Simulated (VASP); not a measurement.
Level of theory: PBEsol GGA, VASP's PBE PAW potentials (set 64) (plane waves; VASP).

VASP ran on this input.

File POSCAR:
```
BN
1
    1.2526904821    -2.1697239507     0.0000000000
    1.2526904821     2.1697239507     0.0000000000
    0.0000000000     0.0000000000     6.8224324319
B N
2 2
Direct
  0.3333330000   0.6666670000   0.2500000000
  0.6666670000   0.3333330000   0.7500000000
  0.6666670000   0.3333330000   0.2500000000
  0.3333330000   0.6666670000   0.7500000000
```

KPOINTS:
```
k-points along high-symmetry lines
10
Line-mode
Reciprocal
  0.000000   0.000000   0.000000 ! GAMMA
 -0.000000   0.500000   0.000000 ! M

 -0.000000   0.500000   0.000000 ! M
 -0.333333   0.666667   0.000000 ! K

 -0.333333   0.666667   0.000000 ! K
  0.000000   0.000000   0.000000 ! GAMMA

  0.000000   0.000000   0.000000 ! GAMMA
  0.000000   0.000000   0.500000 ! A

  0.000000   0.000000   0.500000 ! A
 -0.000000   0.500000   0.500000 ! L

 -0.000000   0.500000   0.500000 ! L
 -0.333333   0.666667   0.500000 ! H

 -0.333333   0.666667   0.500000 ! H
  0.000000   0.000000   0.500000 ! A

 -0.000000   0.500000   0.500000 ! L
 -0.000000   0.500000   0.000000 ! M

 -0.333333   0.666667   0.500000 ! H
 -0.333333   0.666667   0.000000 ! K
```

**INCAR**
```
! general
SYSTEM=BN
PREC  =Accurate
ENCUT =520
LREAL =.FALSE.
LASPH =.TRUE.
ICHARG=11

! electronic loop
EDIFF =1E-7
NELM  =100
ALGO  =Normal

! smearing
ISMEAR=0
SIGMA =0.05

! functional
GGA   =PS

! output
LWAVE =.FALSE.
LCHARG=.FALSE.
LORBIT=11
```

POTCAR, in this order: B N (PBE.64 set). Program: vasp_std. Read from the step before: CHGCAR.

Output of the run:

OSZICAR:
```
       N       E                     dE             d eps       ncg     rms          rms(c)
DAV:   1     0.601726597874E+02    0.60173E+02   -0.81049E+03  2168   0.121E+03
DAV:   2    -0.299958092379E+02   -0.90168E+02   -0.80280E+02  3080   0.244E+02
DAV:   3    -0.344369456953E+02   -0.44411E+01   -0.43883E+01  2680   0.567E+01
DAV:   4    -0.344869695042E+02   -0.50024E-01   -0.49990E-01  2640   0.624E+00
DAV:   5    -0.344878605747E+02   -0.89107E-03   -0.89087E-03  2696   0.736E-01
DAV:   6    -0.344878878199E+02   -0.27245E-04   -0.27240E-04  2712   0.109E-01
DAV:   7    -0.344878887203E+02   -0.90046E-06   -0.90040E-06  2712   0.175E-02
DAV:   8    -0.344878887584E+02   -0.38068E-07   -0.38064E-07  2248   0.302E-03
   1 F= -.34487889E+02 E0= -.34487889E+02  d E =-.166469E-12
```

OUTCAR:
```
 val. band max:        1.9886524149   @ k =  -0.2963   0.6481   0.0000

 cond. band min:       6.1782887335   @ k =   0.0000   0.5000   0.0000



 k-point     1 :       0.0000    0.0000    0.0000
  band No.  band energies     occupation
      1     -15.7554      2.00000
      2     -15.5087      2.00000
      3      -4.1987      2.00000
      4      -2.2886      2.00000
      5       0.6609      2.00000
      6       0.6610      2.00000
      7       0.6897      2.00000
      8       0.6897      2.00000
      9       6.8707      0.00000
     10      11.8187      0.00000
     11      13.4716      0.00000
     12      13.4949      0.00000

 k-point     2 :       0.0000    0.0556    0.0000
  band No.  band energies     occupation
      1     -15.6948      2.00000
      2     -15.4499      2.00000
      3      -4.1155      2.00000
      4      -2.2131      2.00000
      5       0.4061      2.00000
      6       0.4312      2.00000
      7       0.5407      2.00000
      8       0.5711      2.00000
      9       6.9831      0.00000
     10      11.7971      0.00000
     11      13.4072      0.00000
     12      13.5083      0.00000

 k-point     3 :       0.0000    0.1111    0.0000
  band No.  band energies     occupation
      1     -15.5143      2.00000
      2     -15.2747      2.00000
      3      -3.8671      2.00000
      4      -1.9885      2.00000
      5      -0.2985      2.00000
      6      -0.2761      2.00000
      7       0.2145      2.00000
      8       0.2488      2.00000
      9       7.2964      0.00000
     10      11.7066      0.00000
     11      13.1626      0.00000
     12      13.4398      0.00000

 k-point     4 :       0.0000    0.1667    0.0000
  band No.  band energies     occupation
      1     -15.2183      2.00000
      2     -14.9877      2.00000
      3      -3.4577      2.00000
      4      -1.6209      2.00000
      5      -1.3154      2.00000
      6      -1.2875      2.00000
      7      -0.2376      2.00000
...
```

The density is held fixed in this step, so its total energy and stress have no physical meaning. Without a dispersion term in the relaxation, distances and binding between the weakly bound layers, chains or molecules are unreliable, and so is what depends on them.

The compound is BN in the hex structure. It was relaxed first.
